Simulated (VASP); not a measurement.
**CdSi4O in VASP: the effect of strain**

CdSi4O:

```xyz
6
Lattice="0.0000 3.6018 3.6018 3.4577 0.0000 3.6018 3.4577 3.6018 0.0000" Properties=species:S:1:pos:R:3 pbc="T T T"
Cd    3.4577    3.6018    3.6018
Si    4.3102    4.4898    6.3155
Si    4.3102    6.3155    4.4898
Si    6.0628    6.3155    6.3155
Si    6.0628    4.4898    4.4898
O     1.7288    1.8009    1.8009
```

The cell was built by a generator and needn't be a form met in nature.

The cell isn't the ideal one: strain = -0.04.

Alike in all runs:

```yaml
Program: VASP 6.6.1
Task: single point
Functional: PBE
Potentials_or_basis: VASP PAW PBE potentials, release 64 (Cd, Si, O)
Cutoff: 520 eV
k_mesh: 5 × 5 × 5
Occupations: fermi-dirac, width 0.05 eV
Spin: no spin polarisation
Strain_kind: uniaxial_x
Further_INCAR_settings: ALGO = Normal; EDIFF = 1e-06; NBANDS = 26
```

```csv
strain,pressure (GPa),largest force (eV/Å)
-0.04,3.8,0.15
-0.02,1.8,0.09
-0.01,0.9,0.07
0,?,?
0.01,-0.8,0.07
0.02,-1.6,0.08
0.04,-3.0,0.11
```

Q: What does the run with strain 0 give?

A: Pressure 0.0 GPa; largest force 0.06 eV/Å.

Worked out: A parabola through the other rows of the pressure, of slope -85 GPa per unit of strain there, gives 0.0 GPa, against the run's 0.0. A parabola through the other rows of the largest force, of slope -0.429 eV/Å per unit of strain there, gives 0.07 eV/Å, against the run's 0.06.
